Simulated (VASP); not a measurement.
## BPd4 under changes of volume

One of the cells (15.081 Å³/atom); the others are scaled copies at fixed shape and fractional positions:

```
CELL_PARAMETERS angstrom
2.91118 0.00000 0.00000
0.00000 4.39392 0.00000
0.00000 0.00000 5.89510
ATOMIC_POSITIONS crystal
Pd 0.50000 0.00000 0.19758
Pd 0.00000 0.00000 0.61947
Pd 0.00000 0.50000 0.32916
Pd 0.50000 0.50000 0.86756
B 0.50000 0.00000 0.86323
```

The cell comes from a database or a generator and needn't be the stable form of this composition.

```yaml
Program: VASP 6.6.1
Functional: PBEsol
Potentials_or_basis: VASP PAW PBE potentials, release 64 (Pd, B)
Cutoff: 520 eV
k_mesh: 9 × 6 × 5
Occupations: fermi-dirac, width 0.05 eV
Spin: no spin polarisation
```

| volume (Å³/atom) | energy over the lowest point (meV/atom) | pressure (GPa) | largest force (eV/Å) |
| --- | --- | --- | --- |
| 13.899 | 0.00 | 1.8 | 0.424 |
| 14.194 | 0.21 | -2.1 | 0.274 |
| 14.490 | ? | ? | ? |
| 15.081 | 37.95 | -11.1 | 0.218 |
| 15.377 | 60.50 | -13.4 | 0.310 |
| 15.673 | 87.04 | -15.4 | 0.396 |

Problem. What does the run at 14.490 Å³/atom give?

Solution. Energy over the lowest point 7.13 meV/atom; pressure -5.5 GPa; largest force 0.134 eV/Å.

Worked out: A Birch-Murnaghan fit of order 3 (a polynomial in V^(-2/3)) to the other rows has its minimum at 14.04 Å³/atom with B0 = V·E''(V) = 185 GPa and B' = 5.2 at fixed shape and positions, which overstates the stiffness. It gives 7.14 meV/atom at 14.490 Å³/atom, against the run's 7.13, and -dE/dV = -5.4 GPa, against -5.5.

Energies are extrapolated to zero smearing.

Caveats: the PAW data sets were made with another functional, which shifts forces and pressure a little.
